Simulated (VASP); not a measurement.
Consider the following.

```xyz
2
Lattice="3.4913 0.0000 0.0000 0.0000 3.4913 0.0000 0.0000 0.0000 3.4913" Properties=species:S:1:pos:R:3 pbc="T T T"
Ca     0.0000     0.0000     0.0000
S      1.7457     1.7457     1.7457
```

Calculation: PBE GGA, VASP's PBE PAW potentials (set 64) (plane waves; VASP). Run with 400 eV cut-off, 9×9×9 Γ-centred mesh, tetrahedra with Blöchl corrections, potentials Ca_sv S.

**Question.** What does the run give for the energy per atom (σ→0)?

**Answer.** 
| Item | Value |
|---|---|
| energy per atom (σ→0) | -4811 meV/atom |

Only differences to runs with the same potentials and settings are physical.

The structure was generated: CaS was put into the CsCl type type (Pm-3m), which need not be its known phase. It was relaxed first, which changed the volume by -13 %.
